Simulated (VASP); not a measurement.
All values below come from PBE GGA, VASP's PBE PAW potentials (set 64) (plane waves; VASP).

Input for VASP

### INCAR
```
ISIF = 2
PREC = Accurate
SYSTEM = PtS2
SIGMA = 0.05
ISMEAR = 0
LASPH = .True.
GGA = PE   # PBE
LCHARG = .False.
LREAL = .False.   # projection in real space or not
EDIFF = 1E-6
LMAXMIX = 6   # l cut-off of mixed one-centre charges
ENCUT = 400   # plane-wave cut-off (eV)
NELM = 100   # most electronic steps
ALGO = Normal   # blocked Davidson
LWAVE = .False.
```

File KPOINTS:
```
Automatic mesh
0
Gamma
13 13 7
0 0 0
```

**POSCAR**
```
PtS2
1
    1.7531920000    -3.0933310000     0.0000000000
    1.7531920000     3.0933310000     0.0000000000
    0.0000000000     0.0000000000     5.0249290000
Pt S
1 2
Direct
  0.0000000000   0.0000000000   0.0000000000
  0.3333330000   0.6666670000   0.2300000000
  0.6895910000   0.3562570000   0.7700000000
```

POTCAR, in this order: Pt S (PBE.64 set). Program: vasp_std.

Task: Estimate the energy per atom (σ→0), pressure, largest force.

Result: 
```
Property                        Value
---------------------  --------------
energy per atom (σ→0)  -5.081 eV/atom
pressure                    10.94 GPa
largest force              1.522 eV/Å
```

File OSZICAR:
```
...
DAV:   8    -0.152465005283E+02    0.21049E-01   -0.72669E-02 21897   0.212E+00    0.127E+00
DAV:   9    -0.152417905258E+02    0.47100E-02   -0.14885E-02 21610   0.138E+00    0.209E-01
DAV:  10    -0.152420570293E+02   -0.26650E-03   -0.16507E-03 22996   0.309E-01    0.106E-01
DAV:  11    -0.152421015171E+02   -0.44488E-04   -0.65770E-05 22441   0.668E-02    0.363E-02
DAV:  12    -0.152421036892E+02   -0.21721E-05   -0.15480E-05 22758   0.395E-02    0.955E-03
DAV:  13    -0.152421049774E+02   -0.12882E-05   -0.11891E-06 18106   0.940E-03    0.381E-03
DAV:  14    -0.152421052408E+02   -0.26334E-06   -0.29576E-07 13472   0.432E-03
   1 F= -.15242105E+02 E0= -.15242105E+02  d E =-.358908E-16
```

The compound is PtS2 in the 1T layered structure. The cell was not relaxed at this level, atoms are displaced from their ideal sites. The run is one of a series of settings (KPOINTS 13×13×7 Γ-centred mesh against the base run), some of them coarse on purpose.
